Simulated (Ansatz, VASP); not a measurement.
# Cross-check of MoS2 between VASP and Ansatz

One calculation is typed for both programs; each brings its own data sets and cutoff. How far apart do they land? Other levels of theory on this material are compared in a session of their own.

Main program and level: Ansatz 0.2.0; plane waves, with VASP 6.6.1 beside it; dielectric response at PBE.

## (1) Starting point

It takes space group R3m (No. 160, trigonal). Conventional cell: a = 3.160 Å, b = 3.160 Å, c = 18.450 Å, α = 90.00°, β = 90.00°, γ = 120.00°. Mo has 6 S at 2.39 Å nearest. S has 3 Mo at 2.39 Å nearest. Nearest to S lie 3 Mo at 2.39 Å. Farther neighbours and most contacts between anions are not listed.

## (2) Ansatz: dielectric response, PBE

Ansatz runs on its default PAW (the set named soft_2) files.

The response to a field tests empty states and converges slowly with the mesh.

Input file input.yaml:

```yaml
crystal:
  lattice:
    - [1.58, 0.9122134253, 6.15]
    - [-1.58, 0.9122134253, 6.15]
    - [0.0, -1.8244268506, 6.15]
  atoms:
    - { symbol: Mo, position: [0.0, 0.0, 0.0] }
    - { symbol: S, position: [0.417, 0.417, 0.417] }
    - { symbol: S, position: [0.25, 0.25, 0.25] }
hamiltonian:
  xc: pbe
  pseudopotentials: { kind: paw }
kpoints:
  mp_grid: { grid: [12, 12, 12] }
scf:
  occupations: { method: fixed }
dielectric:
  method: response
```

Launch:

```sh
$ ansatz run input.yaml --threads 2 --pin off --max-ram 4608MiB --backend cpu --events-out ev --progress --plain --runs-dir out
```

Numbers of over 12 decimals in the logs are rounded to 6 here.

Log:

```text
Engine: ansatz 0.2.0, aarch64-unknown-linux-gnu
Pseudopotentials: kind: paw
Pseudopotential: Mo, paw, valence charge 14, recommended cutoff 420 eV (normal), Mo.paw.azcp
Pseudopotential: S, paw, valence charge 6, recommended cutoff 420 eV (normal), S.paw.azcp
Functional definition: PBE
  parameter kappa = 0.804
  parameter beta = 0.066725
  exchange = pbe_x(kappa = kappa, mu = beta*pi^2/3)
  correlation = pbe_c(beta = beta)
Crystal: 3 atoms, lattice volume = 53.184 Å³
Basis set: ecut = 420 eV, 1011 PW (Γ), exchange–correlation on 90×90×90 points (8 copies of the dense FFT grid, shifted against one another)
Bands: 17, of which v1, the nominal top of the filled ones, is band 13 counted from 1 (12 counted from 0)
Symmetry: 6 space group operations
k-points: 476 of 1728 (irreducible under 2 space group operations, time reversal used)
Non-local potential: Mo, projectors of the file, l = 0: 3, l = 1: 2, l = 2: 2, l = 3: 1
Non-local potential: S, projectors of the file, l = 0: 2, l = 1: 2, l = 2: 2
PAW form: soft (Blöchl's): semilocal exchange-correlation on the pseudo side does not see the compensation charge
PAW one-centre angular grid: Mo, 590 points (default); XC on 64 Gauss nodes
PAW one-centre angular grid: S, 110 points (default); XC on 64 Gauss nodes
Initial density: superposition of atomic densities (neutral atoms: chi_scale 0, normalization atom), corrected by the library's trained network
Initial wavefunctions: pseudopotential atomic-orbital guess
Functional: x = pbe(κ = 0.804, μ = 0.219515), c = pbe(β = 0.066725)
SCF iter   1: F=—  HF=-6762.745980 eV  |F-HF|=—  |Δ(HF+E_count)|=         —  Δρ=5.53e-3  dr2=3.89e-3  ethr=1.77e-3  ⟨swp⟩=5.0  Hψ=38105  notcnv=0  defer=894
preconditioner: auto → none  [insulator: Δε(μ)=0.926 eV  Ē_g=8.245 eV  n_scr=16 (ndim 8)  ℏωp=21.6 eV  f_vac=0.016  ε∞_Penn≈7.9]
SCF iter   2: F=—  HF=-6762.750420 eV  |F-HF|=—  |Δ(HF+E_count)|=   4.44e-3  Δρ=2.91e-3  dr2=1.48e-3  ethr=1.50e-5  ⟨swp⟩=2.0  Hψ=16791  notcnv=0  defer=952
SCF iter   3: F=—  HF=-6762.753104 eV  |F-HF|=—  |Δ(HF+E_count)|=   2.68e-3  Δρ=2.13e-3  dr2=6.68e-3  ethr=5.69e-6  ⟨swp⟩=2.8  Hψ=15506  notcnv=0  defer=952  recentre
SCF iter   4: F=—  HF=-6762.752437 eV  |F-HF|=—  |Δ(HF+E_count)|=   6.67e-4  Δρ=4.50e-4  dr2=1.48e-4  ethr=5.69e-6  ⟨swp⟩=2.0  Hψ=12353  notcnv=0  defer=952
SCF iter   5: F=—  HF=-6762.752437 eV  |F-HF|=—  |Δ(HF+E_count)|=   1.52e-7  Δρ=1.13e-4  dr2=1.64e-5  ethr=5.70e-7  ⟨swp⟩=2.2  Hψ=11304  notcnv=0  defer=383
SCF iter   6: F=—  HF=-6762.752435 eV  |F-HF|=—  |Δ(HF+E_count)|=   1.56e-6  Δρ=5.39e-5  dr2=1.22e-6  ethr=6.31e-8  ⟨swp⟩=2.1  Hψ=10979  notcnv=0
SCF iter   7: F=—  HF=-6762.752385 eV  |F-HF|=—  |Δ(HF+E_count)|=   5.03e-5  Δρ=1.59e-5  dr2=9.44e-8  ethr=4.70e-9  ⟨swp⟩=2.0  Hψ=11871  notcnv=0
SCF iter   8: F=—  HF=-6762.752385 eV  |F-HF|=—  |Δ(HF+E_count)|=   1.62e-7  Δρ=4.17e-6  dr2=5.61e-9  ethr=3.63e-10  ⟨swp⟩=2.0  Hψ=12138  notcnv=0
SCF iter   9: F=—  HF=-6762.752385 eV  |F-HF|=—  |Δ(HF+E_count)|=   1.52e-8  Δρ=9.43e-7  dr2=9.94e-10  ethr=2.16e-11  ⟨swp⟩=2.0  Hψ=12434  notcnv=0
SCF iter  10: F=-6762.752385 eV  HF=-6762.752385 eV  |F-HF|=2.64e-11  |Δ(HF+E_count)|=  4.58e-10  Δρ=1.90e-7  dr2=1.43e-11  ethr=1.00e-12  ⟨swp⟩=3.7  Hψ=32206  notcnv=0
SCF 1 converged in 10 iterations: F = -6762.752385 eV  dr2 = 1.43e-11
  greatest PAW one-centre occupation: 0.998 electrons in one spin orbital (limit 2), on the Mo atom at site 0 (counted from 0), in its partial waves of l = 0
NSCF: frozen V_eff on 5 k-points
DFPT response loops at Γ: preconditioner auto → Resta (q_TF=auto, 2.422 Å⁻¹)  ε∞=8.1 (no band partly filled); β = 1.00, the filter's whole step (`scf.mixing.beta` (0.50) is not read by the response loops at its default; to damp them type it under 1.00, their step now; it binds the ground state too); Broyden in place of MSR1
── the response to a field inside a basis, on 12×12×12 k-points: an SCF that follows is theirs, and a resumed run solves both again ──
Bands: 14, of which v1, the nominal top of the filled ones, is band 13 counted from 1 (12 counted from 0)
k-points: 182 of 1728 (time reversal used)
Initial density: handed on by an earlier stage of this run
Initial wavefunctions: pseudopotential atomic-orbital guess (no wavefunctions were taken with the density)
Eigensolver: Dense (182 Hₖ)
SCF iter   1: F=—  HF=-6762.746956 eV  |F-HF|=—  |Δ(HF+E_count)|=         —  Δρ=2.15e-4  dr2=3.67e-6  ethr=1.00e-1
preconditioner: auto → none  [insulator: Δε(μ)=0.929 eV  Ē_g=7.312 eV  n_scr=16 (ndim 8)  ℏωp=21.6 eV  f_vac=0.017  ε∞_Penn≈9.7]
SCF iter   2: F=—  HF=-6762.746959 eV  |F-HF|=—  |Δ(HF+E_count)|=   2.69e-6  Δρ=1.05e-4  dr2=9.02e-7  ethr=1.41e-8
SCF iter   3: F=—  HF=-6762.746960 eV  |F-HF|=—  |Δ(HF+E_count)|=   1.74e-6  Δρ=5.44e-5  dr2=4.79e-6  ethr=3.47e-9  recentre
SCF iter   4: F=-6762.746960 eV  HF=-6762.746960 eV  |F-HF|=1.58e-9  |Δ(HF+E_count)|=   6.76e-7  Δρ=8.97e-6  dr2=1.94e-8  ethr=3.47e-9
SCF 1 converged in 4 iterations: F = -6762.746960 eV  dr2 = 1.94e-8
DFPT response loops at Γ: preconditioner auto → Resta (q_TF=auto, 2.422 Å⁻¹)  ε∞=8.0 (no band partly filled); β = 1.00, the filter's whole step (`scf.mixing.beta` (0.50) is not read by the response loops at its default; to damp them type it under 1.00, their step now; it binds the ground state too); Broyden in place of MSR1
SCF converged after 10 iterations
Free energy (F): -6762.752385 eV
Harris-Foulkes:  -6762.752385 eV  (|F-HF|=2.64e-11)
Internal energy: -6762.752385 eV  (E = F + TS)
E sigma→0 (E₀):  -6762.752385 eV
Fermi energy:    11.094744 eV
--- Per-component energies (eV) ---
  E_band       = -154.285259
  E_kinetic    = 657.951609
  E_local      = -1989.398388  (includes V_loc(G=0)·N_el)
  E_nonlocal   = 199.331242
  E_hartree    = 768.655911
  E_xc         = -379.222603
  E_vxc        = -405.973588  (∫ρ·V_xc dr)
  E_paw        = -4401.667595  (= ΣΔE_a)
  E_vpaw       = -153.508074  (= ΣTr[D̂ρ^β])
  E_aug_tail   = 0.000037  (compensation charges beyond the density's cutoff)
  E_ewald      = -1618.402598
  E_smearing   = -0.000000  (= −TS)
  E_closure    = 0.000000  (closes the sum)
  Σ components = -6762.752385   (vs F -6762.752385, Δ=0.00e0)
--- Band table (eV; the first three rows and the last of 476) ---
  k-point 0: bands = [... 9 lower, 8.7432, 8.7432, 9.8203, 9.9177, 13.1094, 13.1094, 13.5304, 13.5304]
  k-point 1: bands = [... 9 lower, 8.3569, 8.5730, 9.8312, 10.0572, 13.0338, 13.1854, 13.2830, 13.4248]
  k-point 2: bands = [... 9 lower, 8.0360, 8.1746, 9.7411, 9.9680, 12.5672, 13.1351, 13.1858, 13.7152]
  k-point 475: bands = [... 9 lower, 7.5935, 8.7705, 8.7705, 11.0947, 13.2047, 13.2047, 13.3971, 13.3971]
--- Dielectric response (ions clamped): 3 representative field directions + reference, inside a basis on a mesh of 1728 k-points (Σ response iterations 18) ---
  ε∞ (high-frequency dielectric tensor):
       15.253201     0.000000     0.000000
        0.000000    15.253201     0.000000
        0.000000     0.000000     6.307254
  Born effective charges Z* (e; rows j = field, columns β = displacement):
    site 0:
        -1.02820    0.00000    0.00000
         0.00000   -1.02820   -0.00000
        -0.00000   -0.00000   -0.68145
    site 1:
         0.50801   -0.00000   -0.00000
         0.00000    0.50801    0.00000
        -0.00000    0.00000    0.30043
    site 2:
         0.52019    0.00000   -0.00000
         0.00000    0.52019   -0.00000
         0.00000    0.00000    0.38102
  Z* charge neutrality: 1.177e-3 e pre-enforcement
  solved inside a basis spanned on kpoints, on 12×12×12 k-points, its susceptibility summed on 16×16×16: ε∞ is read to err by 5.0e-2, Z* by 1.5e-2 e (field_mesh: kpoints solves on kpoints); Z* is corrected for what the basis lacks
```

It took 3.3 min on 2 threads of Arm Neoverse V2, shared host; peak memory 1.7 GiB; 6.5 min of CPU time.

Reading the cycles: dr2 is the Hartree energy of the density residual (eV), the measure of convergence; HF is the Harris–Foulkes estimate of the energy, which meets the free energy F at convergence.

(Part 1 of 2 ends here.)

[Lines on the potential files, build, host, timing and source positions are cut from VASP's logs without a mark.]

[Logs are printed without paths, hosts, clocks, repeated set-up lines and the standing remarks that a program may print on its own settings, such as how far it seeks lower states.]

[Hosts, paths, dates, database ids (printed as entryN), source tags and the programs' standing remarks are cut or masked in the printed files.]
